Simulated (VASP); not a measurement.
Computed with PBE GGA, VASP's PBE PAW potentials (set 64) (plane waves; VASP).

VASP input:

### POSCAR
```
Sn
1
   -2.9401400000     2.9401400000     1.5993000000
    2.9401400000    -2.9401400000     1.5993000000
    2.9401400000     2.9401400000    -1.5993000000
Sn
2
Direct
  0.7500000000   0.2500000000   0.5000000000
  0.0000000000   0.0000000000   0.0000000000
```

**KPOINTS**
```
K-points
0
G
  23 23 23
0 0 0
```

### INCAR
```
# general
SYSTEM   =  Sn
PREC     =  Accurate
ENCUT    =  300   # plane-wave cut-off (eV)
LREAL    =  .False.   # projection in real space or not
LASPH    =  .True.   # aspherical one-centre terms

# electronic loop
EDIFF    =  1E-6   # SCF stop (eV)
NELM     =  100
ALGO     =  Normal
LMAXMIX  =  4   # l cut-off of mixed one-centre charges

# smearing
ISMEAR   =  1
SIGMA    =  0.05

# functional
GGA      =  PE

# ions
ISIF     =  2   # forces and stress, cell fixed

# output
LWAVE    =  .False.
LCHARG   =  .False.
```

POTCAR, in this order: Sn_d (PBE.64 set). Program: vasp_std.

The run wrote:

**OUTCAR**
```
 ion  position               nearest neighbor table
   1  0.750  0.250  0.500-   2 3.05   2 3.05   2 3.05   2 3.05
   2  0.000  0.000  0.000-   1 3.05   1 3.05   1 3.05   1 3.05
  LATTYP: Found a body centered tetragonal cell.
 ALAT       =     5.8802800000
 C/A-ratio  =     0.5439536893
 Subroutine PRICEL returns:
 Original cell was already a primitive cell.
 Subroutine GETGRP returns: Found 16 space group operations
The static configuration has the point symmetry D_2d.
 The point group associated with its full space group is D_4h.
The dynamic configuration has the point symmetry D_2d.
 Subroutine INISYM returns: Found 16 space group operations
 Subroutine IBZKPT returns following result:
 Found    936 irreducible k-points:

 Following reciprocal coordinates:
            Coordinates               Weight
  0.000000  0.000000  0.000000      1.000000
  0.043478 -0.000000  0.000000      8.000000
  0.086957  0.000000 -0.000000      8.000000
  0.130435 -0.000000  0.000000      8.000000
  0.173913  0.000000 -0.000000      8.000000
  0.217391  0.000000 -0.000000      8.000000
  0.260870 -0.000000  0.000000      8.000000
  0.304348  0.000000  0.000000      8.000000
  0.347826  0.000000 -0.000000      8.000000
  0.391304  0.000000 -0.000000      8.000000
  0.434783  0.000000  0.000000      8.000000
  0.478261  0.000000 -0.000000      8.000000
  0.043478  0.043478  0.000000      8.000000
  0.086957  0.043478  0.000000     16.000000
  0.130435  0.043478  0.000000     16.000000
  0.173913  0.043478 -0.000000     16.000000
  0.217391  0.043478 -0.000000     16.000000
  0.260870  0.043478  0.000000     16.000000
  0.304348  0.043478  0.000000     16.000000
  0.347826  0.043478 -0.000000     16.000000
  0.391304  0.043478 -0.000000     16.000000
  0.434783  0.043478 -0.000000     16.000000
  0.478261  0.043478 -0.000000     16.000000
 -0.478261  0.043478  0.000000     16.000000
 -0.434783  0.043478  0.000000     16.000000
 -0.391304  0.043478  0.000000     16.000000
 -0.347826  0.043478  0.000000     16.000000
 -0.304348  0.043478  0.000000     16.000000
 -0.260870  0.043478  0.000000     16.000000
 -0.217391  0.043478  0.000000     16.000000
 -0.173913  0.043478  0.000000     16.000000
 -0.130435  0.043478 -0.000000     16.000000
 -0.086957  0.043478 -0.000000     16.000000
 -0.043478  0.043478  0.000000      4.000000
  0.086957  0.086957 -0.000000      8.000000
  0.130435  0.086957 -0.000000     16.000000
  0.173913  0.086957  0.000000     16.000000
  0.217391  0.086957 -0.000000     16.000000
  0.260870  0.086957  0.000000     16.000000
  0.304348  0.086957 -0.000000     16.000000
   k-points           NKPTS =    936   k-points in BZ     NKDIM =    936   number of bands    NBANDS=     18
   number of dos      NEDOS =    301   number of ions     NIONS =      2
   total plane-waves  NPLWV =  21952
   dimension x,y,z NGX =    28 NGY =   28 NGZ =   28
   dimension x,y,z NGXF=    56 NGYF=   56 NGZF=   56
   ions per type =               2
   PREC   = accura    normal or accurate (medium, high low for compatibility)
   ISTART =      0    job   : 0-new  1-cont  2-samecut
   ICHARG =      2    charge: 1-file 2-atom 10-const
   ISPIN  =      1    spin polarized calculation?
   LNONCOLLINEAR =      F non collinear calculations
   LSORBIT =      F    spin-orbit coupling
   INIWAV =      1    electr: 0-lowe 1-rand  2-diag
   ENCUT  =  300.0 eV  22.05 Ry    4.70 a.u.   6.29  6.29  6.29*2*pi/ulx,y,z
   NELM   =    100;   NELMIN=  2; NELMDL= -5     # of ELM steps
   EDIFF  = 0.1E-05   stopping-criterion for ELM
   LREAL  =      F    real-space projection
...
```

OSZICAR:
```
       N       E                     dE             d eps       ncg     rms          rms(c)
DAV:   1     0.171365531277E+03    0.17137E+03   -0.11400E+04 33862   0.176E+03
DAV:   2     0.663794395729E+01   -0.16473E+03   -0.16282E+03 33902   0.366E+02
DAV:   3    -0.726764368470E+01   -0.13906E+02   -0.13786E+02 38904   0.119E+02
DAV:   4    -0.761091723909E+01   -0.34327E+00   -0.34183E+00 38184   0.205E+01
DAV:   5    -0.762298267268E+01   -0.12065E-01   -0.12065E-01 44936   0.332E+00    0.228E+00
DAV:   6    -0.760925556578E+01    0.13727E-01   -0.26263E-02 43792   0.246E+00    0.129E+00
DAV:   7    -0.760526280135E+01    0.39928E-02   -0.18797E-02 43656   0.201E+00    0.143E-01
DAV:   8    -0.760518105967E+01    0.81742E-04   -0.17591E-03 39246   0.619E-01    0.334E-02
DAV:   9    -0.760519029484E+01   -0.92352E-05   -0.45520E-05 41018   0.681E-02    0.126E-02
DAV:  10    -0.760518883772E+01    0.14571E-05   -0.56468E-06 37178   0.335E-02    0.187E-03
DAV:  11    -0.760518883065E+01    0.70700E-08   -0.21203E-07 18206   0.669E-03
   1 F= -.76051888E+01 E0= -.76052224E+01  d E =0.100593E-03
```

### OUTCAR
```
------------------------ aborting loop because EDIFF is reached ----------------------------------------
  FORCE on cell =-STRESS in cart. coord.  units (eV):
  Direction    XX          YY          ZZ          XY          YZ          ZX
  --------------------------------------------------------------------------------------
  Total        0.3431272      0.3431272      0.2287763      0.0000000      0.0000000      0.0000000
  in kB        9.9412209      9.9412209      6.6282010      0.0000000      0.0000000      0.0000000
  external PRESSURE =       8.8368809 kB  Pullay stress =       0.0000000 kB
  volume of cell :       55.30
      direct lattice vectors                 reciprocal lattice vectors
    -2.940140000  2.940140000  1.599300000     0.000000000  0.170059929  0.312636779
     2.940140000 -2.940140000  1.599300000     0.170059929  0.000000000  0.312636779
     2.940140000  2.940140000 -1.599300000     0.170059929  0.170059929  0.000000000
 POSITION                                       TOTAL-FORCE (eV/Angst)
 -----------------------------------------------------------------------------------
     -0.00000      2.94014      0.79965        -0.000000      0.000000      0.000000
      0.00000      0.00000      0.00000         0.000000     -0.000000     -0.000000
 -----------------------------------------------------------------------------------
    total drift:                               -0.000000      0.000000      0.000000
  FREE ENERGIE OF THE ION-ELECTRON SYSTEM (eV)
  ---------------------------------------------------
  free  energy   TOTEN  =        -7.6051888306 eV

  energy  without entropy=       -7.6052894238  energy(sigma->0) =       -7.60522236
```
(Selected blocks of OUTCAR.)

At this cut-off the stress carries a Pulay error, which pulls relaxed volumes low.

The structure comes from a computed database's Sn entry; how it stands against other phases isn't given here. The cell was not relaxed at this level. The run is one of a series of settings (KPOINTS 23×23×23 Γ-centred mesh against the base run), some of them coarse on purpose.
